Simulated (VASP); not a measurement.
Input for VASP

### INCAR
```
ALGO = Normal
EDIFF = 1E-6
ENCUT = 300
GGA = PE
ISIF = 2
ISMEAR = -1
LASPH = T
LCHARG = F
LMAXMIX = 4
LREAL = F
LWAVE = F
NELM = 100
PREC = Accurate
SIGMA = 0.1
SYSTEM = TiTe2
```

**KPOINTS**
```
Automatic mesh
0
Gamma
7 7 1
0 0 0
```

File POSCAR:
```
TiTe2
1
    3.8789670000     0.0000000000     0.0000000000
   -1.9394840000     3.3592840000     0.0000000000
    0.0000000000     0.0000000000    17.1706300000
Ti Te
1 2
Direct
  0.0000000000   0.0000000000   0.5000000000
  0.3333330000   0.6666670000   0.5923270000
  0.6666670000   0.3333330000   0.4076730000
```

POTCAR, in this order: Ti_sv Te (PBE.64 set). Program: vasp_std.

### Question
Translate this PBE calculation to Ansatz.

### Answer
One equivalent input (not run):
Ansatz 0.2 input:
```yaml
crystal:
  lattice:
    - [3.8789670, 0.0000000, 0.0000000]
    - [-1.9394840, 3.3592840, 0.0000000]
    - [0.0000000, 0.0000000, 17.1706300]
  atoms:
    - { symbol: Ti, position: [0.0000000, 0.0000000, 0.5000000] }
    - { symbol: Te, position: [0.3333330, 0.6666670, 0.5923270] }
    - { symbol: Te, position: [0.6666670, 0.3333330, 0.4076730] }
kpoints:
  mp_grid: { grid: [7, 7, 1] }
hamiltonian:
  xc: pbe
  pseudopotentials: { kind: paw }
scf:
  occupations: { method: fermi_dirac, width: 0.1 }
  max_iter: 100
output: { forces: true, stress: true, eigenvalues: true }
```
What does not carry over: each code has its own PAW files, so the cut-off isn't converted (ENCUT is set for VASP's; basis.ecutwfc is left out, and Ansatz then takes the one that its files recommend); Ansatz stops its SCF on the density residual and VASP on the energy change (EDIFF).

The cell is a sheet with vacuum, built from a generated structure.
